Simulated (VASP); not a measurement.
Consider the following.

```
CELL_PARAMETERS angstrom
      0.00000     2.94636     2.94636
      2.94636     0.00000     2.94636
      2.94636     2.94636     0.00000
ATOMIC_POSITIONS crystal
  In 0.00000 0.00000 0.00000
  P  0.25000 0.25000 0.25000
```

Calculation: SCAN meta-GGA, VASP's PBE PAW potentials (set 64) (plane waves; VASP). Numerical set-up: 520 eV cut-off, 8×8×8 Γ-centred mesh, Gaussian smearing of 0.050 eV, potentials In_d P.

Problem. Give the energy at these volumes per atom, relative to the lowest: 23.96, 24.73, 25.49, 26.26, 27.02 Å³.

Solution. 25.2, 6.4, 0.0, 3.6, 15.7 meV/atom. A third-order Birch-Murnaghan fit gives B0 = 69.6 GPa and B0′ = 5.2.

Measured: bulk modulus 72.0 GPa at 0 K (computed value off by -3.4 %), as given by Daniel Mejia-Rodriguez et al., Physical Review B (2018), arXiv:1807.09216 [0 K value with the zero-point phonon effect removed]; a 5.858 Å at 0 K (computed value off by +0.6 %), as given by Daniel Mejia-Rodriguez et al., Physical Review B (2018), arXiv:1807.09216 [static lattice: zero-point anharmonic expansion removed].

The compound is InP in the zinc blende structure. It was relaxed first.
